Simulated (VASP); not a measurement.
Data:

```yaml
crystal:
  lattice:
    - [4.61022, 0.00000, 0.00000]
    - [0.00000, 3.05743, 0.00000]
    - [0.00000, 0.00000, 4.84972]
  atoms:
    - { symbol: Mg, position: [0.75000, 0.50000, 0.19700] }
    - { symbol: Mg, position: [0.25000, 0.50000, 0.80300] }
    - { symbol: Zn, position: [0.75000, 0.00000, 0.68007] }
    - { symbol: Zn, position: [0.25000, 0.00000, 0.31993] }
```

Calculation: PBEsol GGA, VASP's PBE PAW potentials (set 64) (plane waves; VASP 6.6.1). Settings: 400 eV cut-off, 8×11×7 Γ-centred mesh, tetrahedra with Blöchl corrections, potentials Mg Zn.

**Question.** Predict the energy per atom (σ→0), band gap (on the k-mesh) with the smallest direct gap where there is one.

**Answer.** 
```yaml
band gap (on the k-mesh): none (metal, semimetal or under 0.01 eV)
energy per atom (σ→0): -1.726 eV/atom
```

Total energies compare only between runs with the same potentials, cut-off and functional.

The structure comes from a computed database's MgZn entry (Pmma); how it stands against other phases isn't given here. It was relaxed first.
